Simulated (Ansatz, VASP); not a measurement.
# La (La(0001)) in two plane-wave programs

One calculation is typed for both programs; each brings its own data sets and cutoff. How far apart do they land?

Method: plane waves, with VASP 6.6.1 beside it; single point at PBE, in Ansatz 0.2.0.

### 1. Starting point

The cell holds 8 atoms: 8 La. Cell: a = 3.783 Å, b = 3.783 Å, c = 36.289 Å, α = 90.0°, β = 90.0°, γ = 60.0°. It derives from La. As first built, before any earlier steps moved the atoms (in the runner's words): 8 layers of hcp La, cut at this functional's lattice. Vacuum lies along c.

Coordinates:

```xyz
8
Lattice="3.7830 0.0000 0.0000 1.8915 3.2762 0.0000 0.0000 0.0000 36.2885" Properties=species:S:1:pos:R:3
La    3.7830    2.1841    7.5421
La    0.0000    0.0000   10.4632
La    3.7830    2.1841   13.6162
La    0.0000    0.0000   16.6036
La    3.7830    2.1841   19.6849
La    0.0000    0.0000   22.6724
La    3.7830    2.1841   25.8254
La    0.0000    0.0000   28.7464
```

### 2. VASP: single point, PBE

With cell and atoms fixed, the geometry can't cause a difference; cores, projectors, grids and the points listed under the comparison can.

Lines of VASP's logs that name or quote its potential files are left out, and so is its time.

File INCAR:

```
SYSTEM = La
PREC = Normal
ENCUT = 320
EDIFF = 1E-06
NELM = 120
ISMEAR = 1
SIGMA = 0.15
LREAL = .FALSE.
ALGO = Fast
GGA = PE
NBANDS = 54
LASPH = .TRUE.
LORBIT = 11
LWAVE = .FALSE.
LCHARG = .TRUE.
KPAR = 4
IDIPOL = 3
LDIPOL = .TRUE.
DIPOL = 0.5 0.5 0.5
LVHAR = .TRUE.
LVACPOTAV = .TRUE.
NEDOS = 1500
```

File POSCAR:

```
La
1.0
    3.7830110689      0.0000000000      0.0000000000
    1.8915055344      3.2761836885      0.0000000000
    0.0000000000      0.0000000000     36.2885365186
La
8
Direct
    0.6666666700      0.6666666700      0.2078369235
    0.0000000000      0.0000000000      0.2883323187
    0.6666666700      0.6666666700      0.3752198115
    0.0000000000      0.0000000000      0.4575436363
    0.6666666700      0.6666666700      0.5424563637
    0.0000000000      0.0000000000      0.6247801885
    0.6666666700      0.6666666700      0.7116676813
    0.0000000000      0.0000000000      0.7921630765
```

File KPOINTS:

```
Automatic mesh
0
Gamma
9 9 1
0 0 0
```

Potentials, in the order of the species: La (PBE family, release 64).

Started as:

```
$ mpirun -np 4 vasp_std
```

Numbers of over 12 decimals in the logs are rounded to 6 here.

The log of the run:

```text
[banner, memory and clock lines left out]
running    4 mpi-ranks, on    1 nodes
 distrk:  each k-point on    1 cores,    4 groups
 distr:  one band on    1 cores,    1 groups

 POSCAR found type information on POSCAR La
 POSCAR found :  1 types and       8 ions
 LDA part: xc-table for (Slater+PW92), standard interpolation
 POSCAR, INCAR and KPOINTS ok, starting setup
 FFT: planning ... GRIDC
 FFT: planning ... GRID_SOFT
 FFT: planning ... GRID
 WAVECAR not read
 entering main loop
       N       E                     dE             d eps       ncg     rms          rms(c)
DAV:   1     0.121373377782E+04    0.12137E+04   -0.23429E+04  1368   0.141E+03
DAV:   2     0.358129538223E+03   -0.85560E+03   -0.83718E+03  1824   0.422E+02
DAV:   3     0.224254241029E+02   -0.33570E+03   -0.33246E+03  2048   0.290E+02
DAV:   4    -0.293038249656E+02   -0.51729E+02   -0.50520E+02  2364   0.117E+02
DAV:   5    -0.382070827860E+02   -0.89033E+01   -0.86607E+01  2552   0.538E+01    0.855E+00
RMM:   6    -0.510256974897E+02   -0.12819E+02   -0.47675E+01  2111   0.550E+01    0.109E+01
RMM:   7    -0.367164235679E+02    0.14309E+02   -0.15265E+01  1804   0.282E+01    0.547E+00
RMM:   8    -0.362762144160E+02    0.44021E+00   -0.13597E+01  2297   0.136E+01    0.342E+00
RMM:   9    -0.370352531651E+02   -0.75904E+00   -0.12042E+01  2329   0.807E+00    0.185E+00
RMM:  10    -0.372615654833E+02   -0.22631E+00   -0.45844E+00  2310   0.646E+00    0.162E+00
RMM:  11    -0.376936306985E+02   -0.43207E+00   -0.32368E+00  2312   0.523E+00    0.165E+00
RMM:  12    -0.374186837096E+02    0.27495E+00   -0.14721E+00  2320   0.359E+00    0.776E-01
RMM:  13    -0.374899357297E+02   -0.71252E-01   -0.90164E-01  2362   0.202E+00    0.704E-01
RMM:  14    -0.374865434090E+02    0.33923E-02   -0.50434E-01  2319   0.174E+00    0.191E-01
[...]
RMM:  46    -0.377046638695E+02   -0.23245E-03   -0.23650E-03  1546   0.612E-02    0.413E-03
RMM:  47    -0.377048697955E+02   -0.20593E-03   -0.20914E-03  1526   0.562E-02    0.620E-03
RMM:  48    -0.377050453668E+02   -0.17557E-03   -0.17841E-03  1512   0.524E-02    0.849E-03
RMM:  49    -0.377052031644E+02   -0.15780E-03   -0.15799E-03  1509   0.500E-02    0.568E-03
RMM:  50    -0.377053366063E+02   -0.13344E-03   -0.13512E-03  1509   0.487E-02    0.559E-03
RMM:  51    -0.377054534229E+02   -0.11682E-03   -0.11940E-03  1495   0.449E-02    0.818E-03
RMM:  52    -0.377055555312E+02   -0.10211E-03   -0.10403E-03  1486   0.428E-02    0.101E-02
RMM:  53    -0.377056461353E+02   -0.90604E-04   -0.90835E-04  1489   0.413E-02    0.742E-03
WARNING in EDDRMM: call to ZHEGV failed, returncode =   8  4     39
RMM:  54    -0.377057229860E+02   -0.76851E-04   -0.77527E-04  1484   0.411E-02    0.708E-03
RMM:  55    -0.377057913149E+02   -0.68329E-04   -0.68727E-04  1484   0.389E-02    0.656E-03
RMM:  56    -0.377058492331E+02   -0.57918E-04   -0.58902E-04  1474   0.384E-02    0.708E-03
WARNING in EDDRMM: call to ZHEGV failed, returncode =   8  4     39
RMM:  57    -0.377059008424E+02   -0.51609E-04   -0.52419E-04  1467   0.366E-02    0.764E-03
RMM:  58    -0.377059450708E+02   -0.44228E-04   -0.44846E-04  1469   0.364E-02    0.789E-03
RMM:  59    -0.377059845573E+02   -0.39486E-04   -0.39904E-04  1459   0.355E-02    0.770E-03
WARNING in EDDRMM: call to ZHEGV failed, returncode =   8  4     42
RMM:  60    -0.377060183088E+02   -0.33751E-04   -0.34257E-04  1454   0.357E-02    0.732E-03
WARNING in EDDRMM: call to ZHEGV failed, returncode =   8  4     41
RMM:  61    -0.377060489215E+02   -0.30613E-04   -0.30383E-04  1460   0.361E-02    0.528E-03
RMM:  62    -0.377060752629E+02   -0.26341E-04   -0.26237E-04  1444   0.361E-02    0.450E-03
RMM:  63    -0.377060984705E+02   -0.23208E-04   -0.23527E-04  1426   0.362E-02    0.457E-03
RMM:  64    -0.377061181205E+02   -0.19650E-04   -0.20071E-04  1433   0.361E-02    0.496E-03
RMM:  65    -0.377061356884E+02   -0.17568E-04   -0.17967E-04  1405   0.350E-02    0.525E-03
RMM:  66    -0.377061513974E+02   -0.15709E-04   -0.15921E-04  1412   0.343E-02    0.567E-03
RMM:  67    -0.377061654616E+02   -0.14064E-04   -0.14259E-04  1390   0.318E-02    0.554E-03
RMM:  68    -0.377061776232E+02   -0.12162E-04   -0.12376E-04  1388   0.274E-02    0.556E-03
RMM:  69    -0.377061881956E+02   -0.10572E-04   -0.10756E-04  1359   0.243E-02    0.558E-03
RMM:  70    -0.377061971049E+02   -0.89093E-05   -0.90955E-05  1338   0.219E-02    0.570E-03
RMM:  71    -0.377062051151E+02   -0.80102E-05   -0.80907E-05  1318   0.207E-02    0.568E-03
RMM:  72    -0.377062122651E+02   -0.71500E-05   -0.71552E-05  1310   0.189E-02    0.557E-03
RMM:  73    -0.377062181652E+02   -0.59001E-05   -0.61378E-05  1286   0.174E-02    0.587E-03
RMM:  74    -0.377062233061E+02   -0.51409E-05   -0.54039E-05  1288   0.153E-02    0.629E-03
[...]
RMM:  80    -0.377062418539E+02   -0.23145E-05   -0.24616E-05  1183   0.129E-02    0.133E-02
RMM:  81    -0.377062441878E+02   -0.23339E-05   -0.22152E-05  1175   0.131E-02    0.123E-02
RMM:  82    -0.377062471902E+02   -0.30024E-05   -0.24364E-05  1180   0.129E-02    0.981E-03
RMM:  83    -0.377062489011E+02   -0.17109E-05   -0.15274E-05  1174   0.150E-02    0.916E-03
RMM:  84    -0.377062506396E+02   -0.17386E-05   -0.16264E-05  1163   0.138E-02    0.836E-03
RMM:  85    -0.377062515492E+02   -0.90957E-06   -0.11951E-05  1151   0.162E-02    0.866E-03
RMM:  86    -0.377062522557E+02   -0.70653E-06   -0.11897E-05  1130   0.146E-02    0.104E-02
RMM:  87    -0.377062531372E+02   -0.88146E-06   -0.91862E-06  1104   0.147E-02
|                                                                             |
|           W    W    AA    RRRRR   N    N  II  N    N   GGGG   !!!           |
|           W    W   A  A   R    R  NN   N  II  NN   N  G    G  !!!           |
|           W    W  A    A  R    R  N N  N  II  N N  N  G       !!!           |
|           W WW W  AAAAAA  RRRRR   N  N N  II  N  N N  G  GGG   !            |
|           WW  WW  A    A  R   R   N   NN  II  N   NN  G    G                |
|           W    W  A    A  R    R  N    N  II  N    N   GGGG   !!!           |
|                                                                             |
|     Did not find any points to average over, which means that no vacuum     |
|     field-free region was found. Please increase the size of  your cell     |
|     in the dimension of the dipole correction to obtain accurate            |
|     workfunction values.                                                    |
|                                                                             |

   1 F= -.37706253E+02 E0= -.37709943E+02  d E =0.110701E-01
```

From OUTCAR (step 2):

```text
ion  position               nearest neighbor table
   1  0.667  0.667  0.208-   2 3.65   2 3.65   2 3.65
   2  0.000  0.000  0.288-   1 3.65   1 3.65   1 3.65
   3  0.667  0.667  0.375-
   4  0.000  0.000  0.458-
   5  0.667  0.667  0.542-
   6  0.000  0.000  0.625-
   7  0.667  0.667  0.712-   8 3.65   8 3.65   8 3.65
   8  0.000  0.000  0.792-   7 3.65   7 3.65   7 3.65

  LATTYP: Found a hexagonal cell.
 ALAT       =     3.7830110689
 C/A-ratio  =     9.5925007508

 Subroutine GETGRP returns: Found 12 space group operations
 (whereof  6 operations were pure point group operations)

The static configuration has the point symmetry C_3v.
 The point group associated with its full space group is D_3d.

 Found     12 irreducible k-points:

   k-points           NKPTS =     12   k-points in BZ     NKDIM =     12   number of bands    NBANDS=     54

   dimension x,y,z NGX =    18 NGY =   18 NGZ =  160
   dimension x,y,z NGXF=    36 NGYF=   36 NGZF=  320

   ENCUT  =  320.0 eV  23.52 Ry    4.85 a.u.   5.52  5.52 52.93*2*pi/ulx,y,z

   NELECT =      88.0000    total number of electrons

 k-points in reciprocal lattice and weights: Automatic mesh
   0.00000000  0.00000000  0.00000000       0.012
   0.11111111 -0.00000000  0.00000000       0.074
   0.22222222 -0.00000000  0.00000000       0.074
   0.33333333 -0.00000000  0.00000000       0.074
   0.44444444 -0.00000000  0.00000000       0.074
   0.22222222  0.11111111  0.00000000       0.074
   0.33333333  0.11111111  0.00000000       0.148
   0.44444444  0.11111111  0.00000000       0.148
  -0.44444444  0.11111111  0.00000000       0.074
   0.44444444  0.22222222  0.00000000       0.074
  -0.44444444  0.22222222  0.00000000       0.148
  -0.33333333  0.33333333  0.00000000       0.025

 dipolmoment           0.000000      0.000000      0.000000 electrons x Angstroem

 average (electrostatic) potential at core
       1-100.3794       2-100.0048       3-100.1120       4-100.0532       5-100.0532
       6-100.1120       7-100.0048       8-100.3794

 E-fermi :   4.1995

 k-point     1 :       0.0000    0.0000    0.0000
  band No.  band energies     occupation
    ...
     36       2.0702      2.00000
     37       2.3530      2.00000
     38       2.5047      2.00000
     39       2.5359      2.00000
     40       2.5509      2.00000
     41       4.4178     -0.05917
     42       4.4504     -0.03950
     43       4.8839     -0.00000
     44       5.0650     -0.00000
     45       5.0929     -0.00000
    ...

 k-point     2 :       0.1111   -0.0000    0.0000
  band No.  band energies     occupation
    ...
     36       2.3572      2.00000
     37       2.6425      2.00000
     38       2.7903      2.00000
     39       2.8358      2.00000
     40       2.8460      2.00000
     41       4.2767      0.24369
     42       4.3516     -0.05304
     43       4.6531     -0.00016
     44       4.6635     -0.00011
     45       4.7665     -0.00000
    ...

 k-point     3 :       0.2222   -0.0000    0.0000
  band No.  band energies     occupation
    ...
     39       3.3322      2.00000
     40       3.3676      2.00000
     41       3.9470      2.03859
     42       4.0328      2.06628
     43       4.1562      1.46651
     44       4.3253      0.00133
     45       4.3442     -0.04216
     46       4.4199     -0.05799
     47       4.5001     -0.01576
     48       4.6045     -0.00090
    ...

  Total       -1.3826999     -1.3826999      0.0117490      0.0000000     -0.0000000     -0.0000000
  in kB       -4.9256460     -4.9256460      0.0418539      0.0000000     -0.0000000     -0.0000000
  external PRESSURE =      -3.2698127 kB  Pullay stress =       0.0000000 kB

  energy-cutoff  :      320.00
  volume of cell :      449.75
      direct lattice vectors                 reciprocal lattice vectors
     3.783011069  0.000000000  0.000000000     0.264339697 -0.152616595  0.000000000
     1.891505534  3.276183689  0.000000000     0.000000000  0.305233191  0.000000000
     0.000000000  0.000000000 36.288536519     0.000000000  0.000000000  0.027556912

 POSITION                                       TOTAL-FORCE (eV/Angst)
 -----------------------------------------------------------------------------------
      3.78301      2.18412      7.54210        -0.000000     -0.000000      0.000880
      0.00000      0.00000     10.46316        -0.000000      0.000000     -0.010055
      3.78301      2.18412     13.61618         0.000000      0.000000     -0.005301
      0.00000      0.00000     16.60359        -0.000000      0.000000     -0.019430
      3.78301      2.18412     19.68495         0.000000      0.000000      0.019430
      0.00000      0.00000     22.67236        -0.000000     -0.000000      0.005301
      3.78301      2.18412     25.82538         0.000000     -0.000000      0.010055
      0.00000      0.00000     28.74644         0.000000      0.000000     -0.000880
 -----------------------------------------------------------------------------------
    total drift:                               -0.000103     -0.000059      0.000008

  FREE ENERGIE OF THE ION-ELECTRON SYSTEM (eV)
  ---------------------------------------------------
  free  energy   TOTEN  =       -37.7062531372 eV

  energy  without entropy=      -37.7173231875  energy(sigma->0) =      -37.70994315

 vacuum level on the upper side and lower side of the slab         7.352         7.352

 total charge
# of ion       s       p       d       f       tot
--------------------------------------------------
    1        2.068   5.554   0.860   0.083   8.565
    2        2.070   5.561   0.872   0.080   8.583
    3        2.069   5.559   0.870   0.079   8.578
    4        2.070   5.558   0.874   0.081   8.584
    5        2.070   5.558   0.874   0.081   8.584
    6        2.069   5.559   0.870   0.079   8.578
    7        2.070   5.561   0.872   0.080   8.583
    8        2.068   5.554   0.860   0.083   8.565
--------------------------------------------------
tot         16.555  44.465   6.954   0.646  68.619

[... 3 further parts left out ...]
```

(Part 1 of 2 ends here.)

[Lines on the potential files, build, host, timing and source positions are cut from VASP's logs without a mark.]

[Logs are printed without paths, hosts, clocks, repeated set-up lines and the standing remarks that a program may print on its own settings, such as how far it seeks lower states.]

[Hosts, paths, dates, database ids (printed as entryN), source tags and the programs' standing remarks are cut or masked in the printed files.]
